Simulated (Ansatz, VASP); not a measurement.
## Sr4Li8P18O53 (glassy 53P2O5-24SrO-24Li2O (mol %)) in two plane-wave programs

Aim: how closely do two programs agree when they are given the same cell, functional and k mesh? The structure shown is the start of the Ansatz relaxation below; VASP solves that cell, so the two are compared at the walk's first step.

Program: Ansatz 0.2.0. Level of theory: plane waves, with VASP 6.6.1 beside it; single point at PBE. Results are calculated unless marked as measured.

### 1. Set-up

The cell holds 83 atoms: 18 P, 4 Sr, 8 Li and 53 O. Cell: a = 10.406 Å, b = 10.406 Å, c = 10.406 Å, α = 90.0°, β = 90.0°, γ = 90.0°. As first built, before any earlier steps moved the atoms (in the runner's words): 83 atoms (18 P, 4 Sr, 8 Li, 53 O) placed at random at 2.74 g/cm^3, melted at 4000 K for 10 ps at fixed volume with the Morse and Coulomb pair potential with partial charges (Pedone, Malavasi, Menziani, Cormack and Segre, J. Phys. Chem. B 110, 11780 (2006)). Quenched from 4000 K to 300 K at 20 K/ps and fixed volume, held 10 ps at zero pressure, then minimised at fixed cell.

### 2. Ansatz: relaxation, PBE

Ansatz runs on its default PAW (the set named soft_2) files.

The two programs are compared at the cell with which this relaxation starts, whose forces are those of its first step.

File input.yaml:

```yaml
crystal:
  lattice:
    - [10.40597, 0.0, 0.0]
    - [0.0, 10.40597, 0.0]
    - [0.0, 0.0, 10.40597]
  atoms:
    - { symbol: P, position: [0.17508, 0.44774, 0.09774] }
    - { symbol: P, position: [0.4679, 0.07505, 0.31978] }
    - { symbol: P, position: [0.0524, 0.96593, 0.54164] }
    - { symbol: P, position: [0.16367, 0.50808, 0.6234] }
    - { symbol: P, position: [0.34917, 0.87866, 0.91006] }
    - { symbol: P, position: [0.1088, 0.76968, 0.76428] }
    - { symbol: P, position: [0.78344, 0.36049, 0.32199] }
    - { symbol: P, position: [0.21126, 0.21183, 0.27015] }
    - { symbol: P, position: [0.6812, 0.29494, 0.83634] }
    - { symbol: P, position: [0.30339, 0.14604, 0.78683] }
    - { symbol: P, position: [0.53497, 0.18893, 0.59678] }
    - { symbol: P, position: [0.89532, 0.75413, 0.40062] }
    - { symbol: P, position: [0.52837, 0.4501, 0.43608] }
    - { symbol: P, position: [0.01632, 0.03003, 0.13707] }
    - { symbol: P, position: [0.491, 0.67826, 0.61971] }
    - { symbol: P, position: [0.1507, 0.61271, 0.34447] }
    - { symbol: P, position: [0.66946, 0.91552, 0.58928] }
    - { symbol: P, position: [0.71909, 0.72864, 0.15984] }
    - { symbol: Sr, position: [0.00423, 0.25737, 0.82879] }
    - { symbol: Sr, position: [0.77958, 0.64217, 0.80543] }
    - { symbol: Sr, position: [0.52285, 0.47519, 0.09489] }
    - { symbol: Sr, position: [0.8264, 0.9571, 0.90762] }
    - { symbol: Li, position: [0.86232, 0.45346, 0.053] }
    - { symbol: Li, position: [0.42265, 0.77751, 0.22824] }
    - { symbol: Li, position: [0.37255, 0.42588, 0.84974] }
    - { symbol: Li, position: [0.75934, 0.06304, 0.32423] }
    - { symbol: Li, position: [0.3173, 0.84777, 0.45205] }
    - { symbol: Li, position: [0.72057, 0.1566, 0.11501] }
    - { symbol: Li, position: [0.02136, 0.26234, 0.52147] }
    - { symbol: Li, position: [0.2312, 0.85885, 0.20897] }
    - { symbol: O, position: [0.3429, 0.14503, 0.27371] }
    - { symbol: O, position: [0.12458, 0.63593, 0.69767] }
    - { symbol: O, position: [0.22824, 0.8144, 0.84197] }
    - { symbol: O, position: [0.25431, 0.712, 0.32798] }
    - { symbol: O, position: [0.04965, 0.89253, 0.16531] }
    - { symbol: O, position: [0.75218, 0.34561, 0.1802] }
    - { symbol: O, position: [0.4915, 0.13396, 0.45521] }
    - { symbol: O, position: [0.9931, 0.76356, 0.8493] }
    - { symbol: O, position: [0.78203, 0.39863, 0.82538] }
    - { symbol: O, position: [0.9097, 0.42669, 0.33706] }
    - { symbol: O, position: [0.1698, 0.54668, 0.4774] }
    - { symbol: O, position: [0.2849, 0.50457, 0.0239] }
    - { symbol: O, position: [0.97329, 0.08096, 0.57196] }
    - { symbol: O, position: [0.74426, 0.18161, 0.90327] }
    - { symbol: O, position: [0.56288, 0.34056, 0.90618] }
    - { symbol: O, position: [0.96504, 0.87642, 0.45288] }
    - { symbol: O, position: [0.33422, 0.86746, 0.05268] }
    - { symbol: O, position: [0.76679, 0.89119, 0.69266] }
    - { symbol: O, position: [0.17093, 0.26426, 0.39617] }
    - { symbol: O, position: [0.80998, 0.74798, 0.27923] }
    - { symbol: O, position: [0.57618, 0.10864, 0.2323] }
    - { symbol: O, position: [0.08098, 0.86795, 0.65517] }
    - { symbol: O, position: [0.47114, 0.82832, 0.8559] }
    - { symbol: O, position: [0.71722, 0.92713, 0.4537] }
    - { symbol: O, position: [0.27848, 0.25534, 0.87622] }
    - { symbol: O, position: [0.35612, 0.72946, 0.61074] }
    - { symbol: O, position: [0.3415, 0.02285, 0.86479] }
    - { symbol: O, position: [0.77338, 0.23858, 0.39877] }
    - { symbol: O, position: [0.59891, 0.04329, 0.62012] }
    - { symbol: O, position: [0.6351, 0.2481, 0.70166] }
    - { symbol: O, position: [0.88399, 0.06718, 0.18023] }
    - { symbol: O, position: [0.52195, 0.33575, 0.53089] }
    - { symbol: O, position: [0.76973, 0.61888, 0.07714] }
    - { symbol: O, position: [0.71676, 0.84751, 0.07948] }
    - { symbol: O, position: [0.18322, 0.10959, 0.71778] }
    - { symbol: O, position: [0.58785, 0.68683, 0.20716] }
    - { symbol: O, position: [0.66562, 0.44146, 0.37748] }
    - { symbol: O, position: [0.57553, 0.79917, 0.59295] }
    - { symbol: O, position: [0.05326, 0.42715, 0.02399] }
    - { symbol: O, position: [0.43492, 0.43166, 0.32819] }
    - { symbol: O, position: [0.03221, 0.06145, 0.99568] }
    - { symbol: O, position: [0.06058, 0.41044, 0.64567] }
    - { symbol: O, position: [0.29152, 0.46485, 0.67205] }
    - { symbol: O, position: [0.83455, 0.68628, 0.51219] }
    - { symbol: O, position: [0.43919, 0.93497, 0.33386] }
    - { symbol: O, position: [0.5091, 0.57865, 0.50594] }
    - { symbol: O, position: [0.21274, 0.31966, 0.16687] }
    - { symbol: O, position: [0.1517, 0.53334, 0.22] }
    - { symbol: O, position: [0.54761, 0.60443, 0.72942] }
    - { symbol: O, position: [0.17554, 0.97898, 0.46714] }
    - { symbol: O, position: [0.41197, 0.173, 0.68708] }
    - { symbol: O, position: [0.1141, 0.11514, 0.21316] }
    - { symbol: O, position: [0.01981, 0.67864, 0.36168] }
kpoints:
  mp_grid: { grid: [1, 1, 1] }
hamiltonian:
  xc: pbe
scf:
  occupations: { method: fixed }
output:
  forces: true
relax:
  f_tol: 0.05
  max_steps: 150
  cell: {}
```

Run with:

```sh
$ ansatz run input.yaml --threads 4 --pin off --max-ram 8192MiB --backend cpu --events-out ev --progress --plain --runs-dir out
```

Numbers of over 12 decimals in the logs are rounded to 6 here.

What it wrote:

```text
Engine: ansatz 0.2.0, aarch64-unknown-linux-gnu
Pseudopotentials: kind: paw
Pseudopotential: P, paw, valence charge 5, recommended cutoff 420 eV (normal), P.paw.azcp
Pseudopotential: Sr, paw, valence charge 10, recommended cutoff 420 eV (normal), Sr.paw.azcp
Pseudopotential: Li, paw, valence charge 3, recommended cutoff 420 eV (normal), Li.paw.azcp
Pseudopotential: O, paw, valence charge 6, recommended cutoff 420 eV (normal), O.paw.azcp
Functional definition: PBE
  parameter kappa = 0.804
  parameter beta = 0.066725
  exchange = pbe_x(kappa = kappa, mu = beta*pi^2/3)
  correlation = pbe_c(beta = beta)
Crystal: 83 atoms, lattice volume = 1126.802 Å³
Basis set: ecut = 420 eV, 22119 PW (Γ), exchange–correlation on 144×144×144 points (8 copies of the dense FFT grid, shifted against one another)
Bands: 319, of which v1, the nominal top of the filled ones, is band 236 counted from 1 (235 counted from 0)
Symmetry: 1 space group operations
Space group: P1 (ITA 1), of the structure as read, at distance tolerance 1.0e-4 Å
k-points: 1
Non-local potential: P, projectors of the file, l = 0: 2, l = 1: 2, l = 2: 2
Non-local potential: Sr, projectors of the file, l = 0: 3, l = 1: 2, l = 2: 2
Non-local potential: Li, projectors of the file, l = 0: 3, l = 1: 2, l = 2: 1
Non-local potential: O, projectors of the file, l = 0: 2, l = 1: 2, l = 2: 1
PAW form: soft (Blöchl's): semilocal exchange-correlation on the pseudo side does not see the compensation charge
PAW one-centre angular grid: P, 110 points (default); XC on 64 Gauss nodes
PAW one-centre angular grid: Sr, 110 points (default); XC on 64 Gauss nodes
PAW one-centre angular grid: Li, 110 points (default); XC on 64 Gauss nodes
PAW one-centre angular grid: O, 110 points (default); XC on 64 Gauss nodes
Initial density: superposition of atomic densities (neutral atoms: chi_scale 0, normalization atom), corrected by the library's trained network
Initial wavefunctions: pseudopotential atomic-orbital guess
Functional: x = pbe(κ = 0.804, μ = 0.219515), c = pbe(β = 0.066725)
SCF iter   1: F=—  HF=-59537.879901 eV  |F-HF|=—  |Δ(HF+E_count)|=         —  Δρ=3.56e-3  dr2=1.86e-1  ethr=1.77e-3  ⟨swp⟩=8.0  Hψ=1182  notcnv=0  defer=81
preconditioner: auto → Resta (q_TF=auto, 2.360 Å⁻¹)  ε∞=3.0  [insulator: Δε(μ)=2.870 eV  Ē_g=16.622 eV  n_scr=250 (ndim 8)  ℏωp=23.4 eV  f_vac=0.161  ε∞_Penn≈3.0]
SCF iter   2: F=—  HF=-59537.855890 eV  |F-HF|=—  |Δ(HF+E_count)|=   2.40e-2  Δρ=1.90e-3  dr2=4.06e-2  ethr=3.94e-5  ⟨swp⟩=4.0  Hψ=563  notcnv=0  defer=81
SCF iter   3: F=—  HF=-59537.853074 eV  |F-HF|=—  |Δ(HF+E_count)|=   2.82e-3  Δρ=8.06e-4  dr2=1.29e-2  ethr=8.61e-6  ⟨swp⟩=4.0  Hψ=450  notcnv=0  defer=69
automatic band count: iteration 3 solves 307 bands in place of 319: the levels show a gap, and the empty bands left out lie too high to hold charge; the band table lists the bands solved (type scf.n_extra_bands for more)
SCF iter   4: F=—  HF=-59537.851031 eV  |F-HF|=—  |Δ(HF+E_count)|=   2.04e-3  Δρ=3.07e-4  dr2=1.28e-3  ethr=2.73e-6  ⟨swp⟩=4.0  Hψ=440  notcnv=0  defer=69
SCF iter   5: F=—  HF=-59537.850935 eV  |F-HF|=—  |Δ(HF+E_count)|=   9.56e-5  Δρ=1.72e-4  dr2=2.96e-4  ethr=2.70e-7  ⟨swp⟩=3.0  Hψ=498  notcnv=0  defer=69
SCF iter   6: F=—  HF=-59537.850938 eV  |F-HF|=—  |Δ(HF+E_count)|=   2.72e-6  Δρ=5.60e-5  dr2=2.88e-5  ethr=6.26e-8  ⟨swp⟩=3.0  Hψ=468  notcnv=0  defer=69
SCF iter   7: F=—  HF=-59537.853089 eV  |F-HF|=—  |Δ(HF+E_count)|=   2.15e-3  Δρ=2.04e-5  dr2=4.14e-6  ethr=6.10e-9  ⟨swp⟩=3.0  Hψ=623  notcnv=0  defer=69
SCF iter   8: F=—  HF=-59537.853090 eV  |F-HF|=—  |Δ(HF+E_count)|=   1.41e-6  Δρ=8.57e-6  dr2=6.98e-7  ethr=8.76e-10  ⟨swp⟩=3.0  Hψ=469  notcnv=0  defer=69
SCF iter   9: F=-59537.853091 eV  HF=-59537.853091 eV  |F-HF|=5.27e-8  |Δ(HF+E_count)|=   3.04e-7  Δρ=2.26e-6  dr2=5.72e-8  ethr=2.12e-11  ⟨swp⟩=4.0  Hψ=1203  notcnv=0
SCF 1 converged in 9 iterations: F = -59537.853091 eV  dr2 = 5.72e-8
  greatest PAW one-centre occupation: 1.000 electrons in one spin orbital (limit 2), on the Li atom at site 29 (counted from 0), in its partial waves of l = 0
relax step   1: F+E_penalty+E_count = -59537.85309063 eV  Δ(F+E_penalty+E_count) = +0.000e0 eV  max|allowed force component| = 3.936e0 eV/Å  Δτ_max = 0.0000 Å  P = +2.478 GPa  Ω = 1126.802 Å³  (9 SCF iters, dr2 threshold 1.00e-7 eV, accepted)
Crystal: 83 atoms, lattice volume = 1106.471 Å³
Basis set: ecut = 420 eV, 21667 PW (Γ), exchange–correlation on 144×144×144 points (8 copies of the dense FFT grid, shifted against one another)
Initial density: handed on by an earlier stage of this run
Initial wavefunctions: those handed on with the density
iter 1 solved again at ethr=2.49e-4 eV; its pass at ethr=3.10e-3 eV (dr2=1.18e0 eV) is discarded
SCF iter   1: F=—  HF=-59541.389577 eV  |F-HF|=—  |Δ(HF+E_count)|=         —  Δρ=1.03e-2  dr2=1.17e0  ethr=2.49e-4  ⟨swp⟩=2.0  Hψ=1537  notcnv=0  defer=69
[...]
atom  59  O      0.00665908     0.00105742     0.00910002
  atom  60  O     -0.00112704    -0.01814418    -0.00928573
  atom  61  O     -0.00644702     0.00458482     0.00745615
  atom  62  O      0.01917537     0.01231277    -0.03139042
  atom  63  O     -0.00066424     0.00812749     0.00705197
  atom  64  O     -0.00006916     0.00670055    -0.00372297
  atom  65  O     -0.01488701     0.00930673    -0.00061311
  atom  66  O     -0.00568967     0.00501722     0.02198983
  atom  67  O      0.00790524     0.04497626    -0.00302158
  atom  68  O      0.01011435    -0.00312212    -0.01530995
  atom  69  O      0.01637205     0.00101225     0.01124776
  atom  70  O      0.00354751     0.01564630    -0.00038012
  atom  71  O      0.01877272    -0.00526753     0.01108262
  atom  72  O      0.01146397     0.01574307    -0.01036285
  atom  73  O      0.02035208     0.00735276    -0.00880519
  atom  74  O      0.00313849    -0.00048691    -0.00320058
  atom  75  O     -0.00489111     0.00375939     0.00384483
  atom  76  O     -0.00221609    -0.01090821     0.00380630
  atom  77  O     -0.01361779     0.00707726    -0.00065536
  atom  78  O     -0.00786246     0.02232855    -0.02299459
  atom  79  O     -0.00369918     0.00142538    -0.00699247
  atom  80  O     -0.01564732    -0.00428526     0.00980349
  atom  81  O      0.00301790    -0.01436416     0.00074915
  atom  82  O     -0.00841015     0.00938902    -0.00382700
  atom  83  O      0.00833240     0.01890312     0.02223320
  max |Σ_I F_I| component: 1.94e-5 eV/Å
--- Stress (GPa, compression-positive) ---
       -0.012304       0.000229      -0.010015
        0.000231      -0.021404      -0.002027
       -0.010011      -0.002030      -0.004561
  P = ⅓ Tr σ = -0.0128 GPa (-0.128 kbar)
--- Relaxed structure (81 steps of the walk, 79 accepted, 4 SCFs on fresh bases) ---
  F+E_penalty+E_count = -59548.89852614 eV   max|allowed force component| = 4.850e-2 eV/Å   (the final SCF, on the basis selected at the relaxed cell)
  cell:  # Å, volume = 1167.9081 Å³
    - [11.044584, 0.379679, -0.898796]
    - [0.379679, 10.338865, -0.046276]
    - [-0.898796, -0.046276, 10.313994]
  atoms:
    - { symbol: P, position: [0.152308, 0.459260, 0.091570] }
    - { symbol: P, position: [0.439564, 0.057976, 0.373721] }
    - { symbol: P, position: [0.043371, 0.965853, 0.560996] }
    - { symbol: P, position: [0.166359, 0.515886, 0.630261] }
    - { symbol: P, position: [0.344230, 0.815216, 0.941595] }
    - { symbol: P, position: [0.097624, 0.759467, 0.771150] }
    - { symbol: P, position: [0.736796, 0.358766, 0.282879] }
    - { symbol: P, position: [0.217921, 0.223614, 0.256783] }
    - { symbol: P, position: [0.678983, 0.289234, 0.812290] }
    - { symbol: P, position: [0.365673, 0.100711, 0.896027] }
    - { symbol: P, position: [0.509498, 0.110320, 0.668995] }
    - { symbol: P, position: [0.898709, 0.765199, 0.406568] }
    - { symbol: P, position: [0.515870, 0.493343, 0.372019] }
    - { symbol: P, position: [0.033109, 0.058353, 0.121175] }
    - { symbol: P, position: [0.533035, 0.700590, 0.557835] }
    - { symbol: P, position: [0.131489, 0.624148, 0.343693] }
    - { symbol: P, position: [0.691331, 0.902956, 0.651616] }
    - { symbol: P, position: [0.721314, 0.758812, 0.139224] }
    - { symbol: Sr, position: [0.021456, 0.233913, 0.803303] }
    - { symbol: Sr, position: [0.831795, 0.566341, 0.700708] }
    - { symbol: Sr, position: [0.486619, 0.496771, 0.021585] }
    - { symbol: Sr, position: [0.879339, 0.873009, 0.962342] }
    - { symbol: Li, position: [0.897524, 0.503820, 0.124187] }
    - { symbol: Li, position: [0.473559, 0.769453, 0.232957] }
    - { symbol: Li, position: [0.471224, 0.461986, 0.660982] }
    - { symbol: Li, position: [0.727236, 0.096750, 0.432065] }
    - { symbol: Li, position: [0.295617, 0.840020, 0.472317] }
    - { symbol: Li, position: [0.628668, 0.168708, 0.064930] }
    - { symbol: Li, position: [-0.043657, 0.251708, 0.338458] }
    - { symbol: Li, position: [0.227134, 0.864733, 0.204229] }
    - { symbol: O, position: [0.358677, 0.183570, 0.308829] }
    - { symbol: O, position: [0.161239, 0.671056, 0.673832] }
    - { symbol: O, position: [0.198009, 0.823833, 0.869777] }
    - { symbol: O, position: [0.230621, 0.711922, 0.338375] }
    - { symbol: O, position: [0.057267, 0.911500, 0.143431] }
    - { symbol: O, position: [0.648354, 0.334627, 0.155762] }
    - { symbol: O, position: [0.433061, 0.093145, 0.530255] }
    - { symbol: O, position: [1.006868, 0.697004, 0.837456] }
    - { symbol: O, position: [0.792493, 0.337214, 0.765261] }
    - { symbol: O, position: [0.849558, 0.429056, 0.264657] }
    - { symbol: O, position: [0.142413, 0.537493, 0.469191] }
    - { symbol: O, position: [0.233943, 0.536512, 0.028714] }
    - { symbol: O, position: [1.001852, 0.101315, 0.591505] }
    - { symbol: O, position: [0.702762, 0.177756, 0.906956] }
    - { symbol: O, position: [0.583727, 0.397445, 0.834290] }
    - { symbol: O, position: [0.937820, 0.907559, 0.446547] }
    - { symbol: O, position: [0.341604, 0.831469, 0.085787] }
    - { symbol: O, position: [0.757965, 0.811600, 0.755651] }
    - { symbol: O, position: [0.142731, 0.262371, 0.357489] }
    - { symbol: O, position: [0.782622, 0.785019, 0.303009] }
    - { symbol: O, position: [0.566381, 0.062540, 0.348360] }
    - { symbol: O, position: [0.027010, 0.878521, 0.689548] }
    - { symbol: O, position: [0.410836, 0.699943, 0.893316] }
    - { symbol: O, position: [0.755596, 1.002806, 0.593858] }
[...]
- { symbol: O, position: [0.520534, 0.651893, 0.407709] }
    - { symbol: O, position: [0.236367, 0.335946, 0.159420] }
    - { symbol: O, position: [0.106113, 0.529377, 0.224077] }
    - { symbol: O, position: [0.609494, 0.601263, 0.647510] }
    - { symbol: O, position: [0.165463, 0.931759, 0.525023] }
    - { symbol: O, position: [0.411712, 0.142542, 0.756148] }
    - { symbol: O, position: [0.176862, 0.107662, 0.163360] }
    - { symbol: O, position: [0.00122266, 0.703002, 0.327651] }
```

(Part 1 of 2 ends here.)

[Lines on the potential files, build, host, timing and source positions are cut from VASP's logs without a mark.]

[Logs are printed without paths, hosts, clocks, repeated set-up lines and the standing remarks that a program may print on its own settings, such as how far it seeks lower states.]

[Hosts, paths, dates, database ids (printed as entryN), source tags and the programs' standing remarks are cut or masked in the printed files.]
